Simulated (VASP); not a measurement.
# Shielding tensors and field gradients of BaLiF3, part 2 of 3

Aim: NMR shielding tensors and field gradients of BaLiF3. The cell has space group Pm-3m, a computed entry that need not be the common form of this compound. The start is a computed cell from the Materials Project.

VASP 6.6.1, plane waves and PAW; the level of theory is named at each step.

So far. Step 2 (Ground state): The cell has a gap of 6.55 eV on this mesh and a pressure of -6.2 GPa, which holds the misfit of the given cell and coordinates with this functional, and any error of cutoff, mesh and data sets. Spin-orbit coupling is left out, which can shift or reorder these edges.

### Step 3. Shielding tensors

This step: chemical shifts by linear response (GIPAW), LDA; plane waves and PAW (Ba_sv_GW, F, Li_sv) (VASP 6.6.1).

LCHIMAG computes the induced currents by linear response. It needs tightly converged orbitals and a cutoff well above the default; LEFG adds the field gradients at no cost.

The input, INCAR:

```
SYSTEM = BaLiF3
PREC = Accurate
ENCUT = 700
EDIFF = 1E-09
NELM = 100
ISMEAR = 0
SIGMA = 0.01
LREAL = .FALSE.
ALGO = Normal
GGA = CA
NBANDS = 23
LWAVE = .FALSE.
LCHARG = .FALSE.
KPAR = 4
LCHIMAG = .TRUE.
LEFG = .TRUE.
DQ = 0.001
ICHIBARE = 1
LNMR_SYM_RED = .TRUE.
```

The input, POSCAR:

```
BaLiF3
1.0
    3.9885816400      0.0000000000      0.0000000000
    0.0000000000      3.9885816400      0.0000000000
    0.0000000000      0.0000000000      3.9885816400
Ba F Li
1 3 1
Direct
    0.0000000000      0.0000000000      0.0000000000
    0.5000000000      0.0000000000      0.5000000000
    0.5000000000      0.5000000000      0.0000000000
    0.0000000000      0.5000000000      0.5000000000
    0.5000000000      0.5000000000      0.5000000000
```

The input, KPOINTS:

```
Automatic mesh
0
Gamma
6 6 6
0 0 0
```

PAW data sets: Ba_sv_GW, F and Li_sv (LDA family, release 64).

Started as:

```
> mpirun -np 4 vasp_std
```

What it wrote:

```text
[banner, memory and clock lines left out]
running    4 mpi-ranks, on    1 nodes
 distrk:  each k-point on    1 cores,    4 groups
 distr:  one band on    1 cores,    1 groups

 POSCAR found type information on POSCAR BaF Li
 POSCAR found :  3 types and       5 ions
 LDA part: xc-table for (Slater(with rela. corr.)+CA(PZ))
 , standard interpolation
 POSCAR, INCAR and KPOINTS ok, starting setup
 FFT: planning ... GRIDC
 FFT: planning ... GRID_SOFT
 FFT: planning ... GRID
 WAVECAR not read
 entering main loop
       N       E                     dE             d eps       ncg     rms          rms(c)
DAV:   1     0.468674006025E+03    0.46867E+03   -0.18807E+04   920   0.192E+03
DAV:   2     0.112285653074E+02   -0.45745E+03   -0.44372E+03  1409   0.438E+02
DAV:   3    -0.331397932060E+02   -0.44368E+02   -0.42133E+02  1279   0.174E+02
DAV:   4    -0.357552758602E+02   -0.26155E+01   -0.26084E+01  1692   0.295E+01
DAV:   5    -0.358495576981E+02   -0.94282E-01   -0.94254E-01  1194   0.444E+00    0.125E+01
DAV:   6    -0.325159752962E+02    0.33336E+01   -0.97143E+00  1067   0.273E+01    0.611E+00
DAV:   7    -0.323830163569E+02    0.13296E+00   -0.19626E+00  1356   0.941E+00    0.133E+01
DAV:   8    -0.323738837343E+02    0.91326E-02   -0.48534E-02  1351   0.150E+00    0.140E+01
DAV:   9    -0.323945973821E+02   -0.20714E-01   -0.34801E-03  1624   0.392E-01    0.167E+01
DAV:  10    -0.322474868021E+02    0.14711E+00   -0.34137E-01  1102   0.472E+00    0.131E+01
DAV:  11    -0.322478098807E+02   -0.32308E-03   -0.30767E-02  1556   0.120E+00    0.892E+00
DAV:  12    -0.322472910750E+02    0.51881E-03   -0.45339E-04  1198   0.154E-01    0.850E+00
DAV:  13    -0.322457781319E+02    0.15129E-02   -0.63128E-04  1618   0.143E-01    0.731E+00
DAV:  14    -0.322436696022E+02    0.21085E-02   -0.66147E-03  1209   0.584E-01    0.292E+00
DAV:  15    -0.322436908833E+02   -0.21281E-04   -0.82884E-04  1516   0.153E-01    0.168E+00
DAV:  16    -0.322436345064E+02    0.56377E-04   -0.67415E-05  1110   0.542E-02    0.508E-01
DAV:  17    -0.322436086465E+02    0.25860E-04   -0.58158E-05  1395   0.485E-02    0.401E-01
DAV:  18    -0.322436005037E+02    0.81428E-05   -0.34700E-05  1590   0.303E-02    0.417E-01
DAV:  19    -0.322435979779E+02    0.25258E-05   -0.90913E-06  1221   0.198E-02    0.998E-02
DAV:  20    -0.322435979327E+02    0.45196E-07   -0.67286E-07  1520   0.569E-03    0.188E-02
DAV:  21    -0.322435978993E+02    0.33405E-07   -0.31785E-08  1415   0.117E-03    0.437E-03
DAV:  22    -0.322435978799E+02    0.19381E-07   -0.43718E-08  1358   0.134E-03    0.413E-03
DAV:  23    -0.322435978781E+02    0.18358E-08   -0.94542E-09  1346   0.651E-04    0.238E-03
DAV:  24    -0.322435978777E+02    0.40018E-09   -0.37242E-10   593   0.164E-04
ion   1
     0.0000000    -0.0000000     0.0000000    -0.0000000     0.0000000    -0.0000000
     0.0000600    -0.0000000     0.0000000    -0.0000000     0.0000000    -0.0000000
     0.0000826    -0.0000000     0.0000000    -0.0000000     0.0000000    -0.0000000
     0.0001137    -0.0000000     0.0000000    -0.0000000     0.0000000    -0.0000000
     0.0001566    -0.0000000     0.0000000    -0.0000000     0.0000000    -0.0000000

     0.0000000    -0.0000000     0.0000000    -0.0000000     0.0000000    -0.0000000
     0.0000600    -0.0000000     0.0000000    -0.0000000     0.0000000    -0.0000000
     0.0000826    -0.0000000     0.0000000    -0.0000000     0.0000000    -0.0000000
     0.0001137    -0.0000000     0.0000000    -0.0000000     0.0000000    -0.0000000
     0.0001566    -0.0000000     0.0000000    -0.0000000     0.0000000    -0.0000000

ion   2
     0.0000000     0.0000000     0.0000000    -1.0853764     0.0000000    -1.8799271
     0.0000310     0.0000000     0.0000000    -1.0853764     0.0000000    -1.8799271
     0.0000427     0.0000000     0.0000000    -1.0853764     0.0000000    -1.8799271
     0.0000588     0.0000000     0.0000000    -1.0853764     0.0000000    -1.8799271
     0.0000810     0.0000000     0.0000000    -1.0853764     0.0000000    -1.8799270

     0.0000000     0.0000000     0.0000000    -3.4365144     0.0000000    -5.9522176
     0.0000310     0.0000000     0.0000000    -3.4365133     0.0000000    -5.9522156
     0.0000427     0.0000000     0.0000000    -3.4365125     0.0000000    -5.9522142
     0.0000588     0.0000000     0.0000000    -3.4365111     0.0000000    -5.9522119
     0.0000810     0.0000000     0.0000000    -3.4365089     0.0000000    -5.9522080

ion   3
     0.0000000    -0.0000000     0.0000000     2.1707529     0.0000000    -0.0000000
     0.0000310    -0.0000000     0.0000000     2.1707528     0.0000000    -0.0000000
     0.0000427    -0.0000000     0.0000000     2.1707528     0.0000000    -0.0000000
     0.0000588    -0.0000000     0.0000000     2.1707528     0.0000000    -0.0000000
     0.0000810    -0.0000000     0.0000000     2.1707527     0.0000000    -0.0000000

     0.0000000    -0.0000000     0.0000000     6.8730289     0.0000000    -0.0000000
     0.0000310    -0.0000000     0.0000000     6.8730265     0.0000000    -0.0000000
     0.0000427    -0.0000000     0.0000000     6.8730249     0.0000000    -0.0000000
     0.0000588    -0.0000000     0.0000000     6.8730223     0.0000000    -0.0000000
     0.0000810    -0.0000000     0.0000000     6.8730178     0.0000000    -0.0000000

ion   4
     0.0000000    -0.0000000     0.0000000    -1.0853764     0.0000000     1.8799271
     0.0000310    -0.0000000     0.0000000    -1.0853764     0.0000000     1.8799271
     0.0000427    -0.0000000     0.0000000    -1.0853764     0.0000000     1.8799271
     0.0000588    -0.0000000     0.0000000    -1.0853764     0.0000000     1.8799271
     0.0000810    -0.0000000     0.0000000    -1.0853764     0.0000000     1.8799270

     0.0000000    -0.0000000     0.0000000    -3.4365144     0.0000000     5.9522176
     0.0000310    -0.0000000     0.0000000    -3.4365133     0.0000000     5.9522156
     0.0000427    -0.0000000     0.0000000    -3.4365125     0.0000000     5.9522142
     0.0000588    -0.0000000     0.0000000    -3.4365111     0.0000000     5.9522119
     0.0000810    -0.0000000     0.0000000    -3.4365089     0.0000000     5.9522080

ion   5
     0.0000000     0.0000000     0.0000000     0.0000000     0.0000000    -0.0000000
     0.0000222     0.0000000     0.0000000     0.0000000     0.0000000    -0.0000000
     0.0000306     0.0000000     0.0000000     0.0000000     0.0000000    -0.0000000
     0.0000422     0.0000000     0.0000000     0.0000000     0.0000000    -0.0000000
     0.0000581     0.0000000     0.0000000     0.0000000     0.0000000    -0.0000000

     0.0000000     0.0000000     0.0000000     0.0000000     0.0000000    -0.0000000
[...]
RMM:   1    -0.114414537455E+03   -0.11441E+03   -0.20599E+02  1438   0.819E+01
RMM:   2    -0.119071864027E+03   -0.46573E+01   -0.24703E+01  1727   0.193E+01
RMM:   3    -0.119670130407E+03   -0.59827E+00   -0.20009E+00  1802   0.574E+00
RMM:   4    -0.119737015144E+03   -0.66885E-01   -0.22180E-01  1835   0.174E+00
RMM:   5    -0.119742685818E+03   -0.56707E-02   -0.18774E-02  1865   0.534E-01
RMM:   6    -0.119743358650E+03   -0.67283E-03   -0.25335E-03  1887   0.171E-01
RMM:   7    -0.119743431211E+03   -0.72561E-04   -0.23631E-04  1847   0.556E-02
RMM:   8    -0.119743440134E+03   -0.89229E-05   -0.37529E-05  1856   0.190E-02
RMM:   9    -0.119743441226E+03   -0.10921E-05   -0.39898E-06  1735   0.642E-03
RMM:  10    -0.119743441389E+03   -0.16259E-06   -0.56675E-07  1511   0.216E-03
RMM:  11    -0.119743441409E+03   -0.20882E-07   -0.75987E-08  1311   0.777E-04
RMM:  12    -0.119743441413E+03   -0.31164E-08   -0.11570E-08  1048   0.277E-04
RMM:  13    -0.119743441413E+03   -0.49806E-09   -0.16908E-09   868   0.125E-04
BDIR= 3  IDIR= 1  IQ=  1
DAV:   1    -0.567613977658E+03   -0.56761E+03   -0.32650E-02  1144   0.119E+00
DAV:   2    -0.567614153558E+03   -0.17590E-03   -0.17590E-03  1211   0.341E-01
DAV:   3    -0.567614156258E+03   -0.27000E-05   -0.27000E-05  1301   0.329E-02
DAV:   4    -0.567614156400E+03   -0.14215E-06   -0.14216E-06  1507   0.751E-03
DAV:   5    -0.567614156402E+03   -0.15168E-08   -0.14549E-08  1292   0.667E-04
DAV:   6    -0.567614156402E+03   -0.12847E-10   -0.65515E-10   856   0.140E-04
       N       E                     dE             d eps       ncg     rms
RMM:   1    -0.114393749154E+03   -0.11439E+03   -0.20592E+02  1437   0.819E+01
RMM:   2    -0.119047601688E+03   -0.46539E+01   -0.24667E+01  1729   0.194E+01
RMM:   3    -0.119644045195E+03   -0.59644E+00   -0.20053E+00  1826   0.572E+00
RMM:   4    -0.119711089470E+03   -0.67044E-01   -0.22015E-01  1849   0.171E+00
RMM:   5    -0.119716741189E+03   -0.56517E-02   -0.18691E-02  1903   0.533E-01
RMM:   6    -0.119717411993E+03   -0.67080E-03   -0.25169E-03  1899   0.170E-01
RMM:   7    -0.119717484081E+03   -0.72088E-04   -0.23363E-04  1914   0.554E-02
RMM:   8    -0.119717492984E+03   -0.89033E-05   -0.37421E-05  1902   0.190E-02
RMM:   9    -0.119717494078E+03   -0.10934E-05   -0.39761E-06  1842   0.641E-03
RMM:  10    -0.119717494242E+03   -0.16422E-06   -0.57481E-07  1628   0.217E-03
RMM:  11    -0.119717494263E+03   -0.21381E-07   -0.79187E-08  1407   0.772E-04
RMM:  12    -0.119717494267E+03   -0.33490E-08   -0.11751E-08  1107   0.267E-04
RMM:  13    -0.119717494267E+03   -0.35421E-09   -0.10750E-09   910   0.115E-04
BDIR= 3  IDIR= 2  IQ= -1
DAV:   1    -0.567603444702E+03   -0.56760E+03   -0.31487E-02  1102   0.120E+00
DAV:   2    -0.567603628736E+03   -0.18403E-03   -0.18403E-03  1210   0.352E-01
DAV:   3    -0.567603632312E+03   -0.35761E-05   -0.35760E-05  1335   0.374E-02
DAV:   4    -0.567603632524E+03   -0.21205E-06   -0.21199E-06  1420   0.879E-03
DAV:   5    -0.567603632527E+03   -0.29128E-08   -0.29270E-08  1391   0.879E-04
DAV:   6    -0.567603632527E+03   -0.24943E-09   -0.17453E-09   902   0.156E-04
       N       E                     dE             d eps       ncg     rms
RMM:   1    -0.112059769710E+03   -0.11206E+03   -0.20624E+02  1448   0.798E+01
RMM:   2    -0.115599620204E+03   -0.35399E+01   -0.18467E+01  1722   0.177E+01
RMM:   3    -0.116055808836E+03   -0.45619E+00   -0.16741E+00  1797   0.506E+00
RMM:   4    -0.116108022951E+03   -0.52214E-01   -0.16444E-01  1836   0.154E+00
RMM:   5    -0.116112672440E+03   -0.46495E-02   -0.15195E-02  1876   0.465E-01
RMM:   6    -0.116113202583E+03   -0.53014E-03   -0.18445E-03  1900   0.149E-01
RMM:   7    -0.116113254798E+03   -0.52215E-04   -0.15449E-04  1896   0.465E-02
RMM:   8    -0.116113260488E+03   -0.56900E-05   -0.20124E-05  1888   0.157E-02
RMM:   9    -0.116113261274E+03   -0.78600E-06   -0.28554E-06  1803   0.536E-03
RMM:  10    -0.116113261380E+03   -0.10660E-06   -0.40904E-07  1593   0.186E-03
RMM:  11    -0.116113261396E+03   -0.15606E-07   -0.55720E-08  1311   0.633E-04
RMM:  12    -0.116113261398E+03   -0.21937E-08   -0.79825E-09  1087   0.242E-04
RMM:  13    -0.116113261399E+03   -0.35536E-09   -0.14864E-09   877   0.110E-04
BDIR= 3  IDIR= 2  IQ=  0
DAV:   1    -0.567602621438E+03   -0.56760E+03   -0.36922E-10   565   0.160E-04
DAV:   2    -0.567602621438E+03    0.75147E-10   -0.18701E-10   523   0.132E-04
       N       E                     dE             d eps       ncg     rms
RMM:   1    -0.112078534759E+03   -0.11208E+03   -0.20636E+02  1449   0.798E+01
RMM:   2    -0.115623782032E+03   -0.35452E+01   -0.18505E+01  1718   0.176E+01
RMM:   3    -0.116079854485E+03   -0.45607E+00   -0.16589E+00  1779   0.502E+00
RMM:   4    -0.116131730604E+03   -0.51876E-01   -0.16461E-01  1822   0.154E+00
RMM:   5    -0.116136341641E+03   -0.46110E-02   -0.14926E-02  1838   0.457E-01
RMM:   6    -0.116136862233E+03   -0.52059E-03   -0.18213E-03  1876   0.148E-01
RMM:   7    -0.116136914758E+03   -0.52525E-04   -0.15748E-04  1829   0.460E-02
RMM:   8    -0.116136920310E+03   -0.55514E-05   -0.19673E-05  1820   0.153E-02
RMM:   9    -0.116136921083E+03   -0.77305E-06   -0.27986E-06  1705   0.521E-03
RMM:  10    -0.116136921188E+03   -0.10567E-06   -0.40646E-07  1452   0.182E-03
RMM:  11    -0.116136921204E+03   -0.15733E-07   -0.55921E-08  1210   0.623E-04
RMM:  12    -0.116136921206E+03   -0.22312E-08   -0.80993E-09   984   0.239E-04
RMM:  13    -0.116136921207E+03   -0.36604E-09   -0.14176E-09   797   0.110E-04
BDIR= 3  IDIR= 2  IQ=  1
DAV:   1    -0.567601607045E+03   -0.56760E+03   -0.31511E-02  1102   0.120E+00
DAV:   2    -0.567601791860E+03   -0.18482E-03   -0.18482E-03  1210   0.353E-01
DAV:   3    -0.567601795289E+03   -0.34290E-05   -0.34289E-05  1326   0.368E-02
DAV:   4    -0.567601795564E+03   -0.27430E-06   -0.27442E-06  1435   0.992E-03
DAV:   5    -0.567601795568E+03   -0.44990E-08   -0.44169E-08  1358   0.973E-04
DAV:   6    -0.567601795568E+03   -0.17064E-09   -0.16567E-09   935   0.188E-04
       N       E                     dE             d eps       ncg     rms
RMM:   1    -0.112094944731E+03   -0.11209E+03   -0.20647E+02  1448   0.799E+01
RMM:   2    -0.115645427618E+03   -0.35505E+01   -0.18549E+01  1722   0.176E+01
RMM:   3    -0.116101975652E+03   -0.45655E+00   -0.16638E+00  1798   0.500E+00
RMM:   4    -0.116154217320E+03   -0.52242E-01   -0.16453E-01  1840   0.151E+00
RMM:   5    -0.116158846696E+03   -0.46294E-02   -0.14962E-02  1876   0.457E-01
RMM:   6    -0.116159369410E+03   -0.52271E-03   -0.18208E-03  1897   0.148E-01
RMM:   7    -0.116159421839E+03   -0.52429E-04   -0.15660E-04  1899   0.459E-02
RMM:   8    -0.116159427407E+03   -0.55674E-05   -0.19723E-05  1881   0.153E-02
RMM:   9    -0.116159428180E+03   -0.77354E-06   -0.27959E-06  1798   0.519E-03
RMM:  10    -0.116159428285E+03   -0.10534E-06   -0.40140E-07  1585   0.182E-03
RMM:  11    -0.116159428301E+03   -0.15602E-07   -0.55827E-08  1322   0.620E-04
RMM:  12    -0.116159428303E+03   -0.21988E-08   -0.79281E-09  1087   0.236E-04
RMM:  13    -0.116159428304E+03   -0.36050E-09   -0.15345E-09   870   0.108E-04
       N       E                     dE             d eps       ncg     rms
RLQ:   1    -0.160903399553E+01   -0.16090E+01   -0.34744E+00  1053   0.287E+01
RLQ:   2    -0.203831596308E+01   -0.42928E+00   -0.11352E+00  1630   0.296E+00
RLQ:   3    -0.206442240557E+01   -0.26106E-01   -0.95907E-02  1762   0.954E-01
RLQ:   4    -0.206679834845E+01   -0.23759E-02   -0.57817E-03  1733   0.221E-01
RLQ:   5    -0.206698807926E+01   -0.18973E-03   -0.75052E-04  1756   0.755E-02
RLQ:   6    -0.206701071964E+01   -0.22640E-04   -0.81877E-05  1619   0.230E-02
RLQ:   7    -0.206701336095E+01   -0.26413E-05   -0.11973E-05  1535   0.815E-03
RLQ:   8    -0.206701372020E+01   -0.35925E-06   -0.13887E-06  1393   0.277E-03
RLQ:   9    -0.206701377088E+01   -0.50682E-07   -0.25072E-07  1222   0.104E-03
RLQ:  10    -0.206701377780E+01   -0.69182E-08   -0.26218E-08  1007   0.373E-04
RLQ:  11    -0.206701377886E+01   -0.10629E-08   -0.58864E-09   862   0.170E-04
RLQ:  12    -0.206701377901E+01   -0.14675E-09   -0.48719E-10   711   0.871E-05
```

Run time: 15 min. Hardware: 4 MPI ranks of AMD EPYC 7R43, shared host; peak memory 1.8 GiB; 58 min of CPU time.

(Continued in part 3 of 3.)

[Lines on the potential files, build, host, timing and source positions are cut from VASP's logs without a mark.]

[Logs are printed without paths, hosts, clocks, repeated set-up lines and the standing remarks that a program may print on its own settings, such as how far it seeks lower states.]

[Hosts, paths, dates, database ids (printed as entryN), source tags and the programs' standing remarks are cut or masked in the printed files.]
